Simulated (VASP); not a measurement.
A VASP calculation is set up with these files.

File POSCAR:
```
CsSnI3
1.0
  6.1989730836   0.0000000000   0.0000000000
  0.0000000000   6.1989730836   0.0000000000
  0.0000000000   0.0000000000   6.1989730836
Cs Sn I
1 1 3
direct
  0.0000000000   0.0000000000   0.0000000000
  0.5000000000   0.5000000000   0.5000000000
  0.5000000000   0.0000000000   0.5000000000
  0.0000000000   0.5000000000   0.5000000000
  0.5000000000   0.5000000000   0.0000000000
```

### INCAR
```
ALGO=Normal
EDIFF=1E-6
EDIFFG=-0.02
ENCUT=520
GGA=PE
IBRION=2
ISIF=3
ISMEAR=0
IVDW=13
LASPH=.TRUE.
LCHARG=.FALSE.
LMAXMIX=4
LREAL=.FALSE.
LWAVE=.FALSE.
NELM=100
NSW=60
PREC=Accurate
SIGMA=0.05
SYSTEM=CsSnI3
```

KPOINTS:
```
Automatic mesh
0
Gamma
4 4 4
0 0 0
```

POTCAR, in this order: Cs_sv Sn_d I (PBE.64 set). Program: vasp_std.

Task: Write an equivalent input for Ansatz.

Result: One equivalent input (not run):
Ansatz 0.2 input:
```yaml
crystal:
  lattice:
    - [6.1989731, 0.0000000, 0.0000000]
    - [0.0000000, 6.1989731, 0.0000000]
    - [0.0000000, 0.0000000, 6.1989731]
  atoms:
    - { symbol: Cs, position: [0.0000000, 0.0000000, 0.0000000] }
    - { symbol: Sn, position: [0.5000000, 0.5000000, 0.5000000] }
    - { symbol: I, position: [0.5000000, 0.0000000, 0.5000000] }
    - { symbol: I, position: [0.0000000, 0.5000000, 0.5000000] }
    - { symbol: I, position: [0.5000000, 0.5000000, 0.0000000] }
kpoints:
  mp_grid: { grid: [4, 4, 4] }
hamiltonian:
  xc: pbe
  dispersion: d4
  pseudopotentials: { kind: paw }
scf:
  occupations: { method: gaussian, width: 0.05 }
  max_iter: 100
relax:
  max_steps: 60
  f_tol: 0.02
  cell: {}
output: { forces: true, stress: true, eigenvalues: true }
```
What does not carry over: each code has its own PAW files, so the cut-off isn't converted (ENCUT is set for VASP's; basis.ecutwfc is left out, and Ansatz then takes the one that its files recommend); Ansatz stops its SCF on the density residual and VASP on the energy change (EDIFF).

The compound is CsSnI3 in the cubic perovskite structure, the ideal cubic form; the compound distorts at low or room temperature. It was relaxed first. The start is the result of an earlier pass.
